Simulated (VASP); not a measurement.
```
V
1.0
   -1.49906     1.49906     1.49906
    1.49906    -1.49906     1.49906
    1.49906     1.49906    -1.49906
V
1
Direct
  0.00000   0.00000   0.00000
```

Method: PBE GGA, VASP's PBE PAW potentials (set 64) (plane waves; VASP). Settings: 500 eV cut-off, 17×17×17 Γ-centred mesh, first-order Methfessel-Paxton smearing of 0.10 eV, potentials V_sv.

Energy and stress use the plane-wave basis of the starting cell.

Task: The ions, cell shape and volume at an external pressure of 5.0 GPa are relaxed. Give the cell that the relaxation ends in.

Result: 
```
V
1.0
   -1.48625     1.48625     1.48625
    1.48625    -1.48625     1.48625
    1.48625     1.48625    -1.48625
V
1
Cartesian
  0.00000   0.00000   0.00000
```
Space group Im-3m (229), at a tolerance of 0.03 Å.

Task: How do energy and volume change from the first to the last step?

Result: The energy (σ→0) changes by +5.3 meV/atom and the volume by -2.5 %, in 3 ionic steps.

The compound is V in the bcc structure. This run relaxes it under an external pressure of 5 GPa. Symmetry was kept, so distortions that lower it aren't found. The run is not spin-polarised, so no magnetic state was tried.
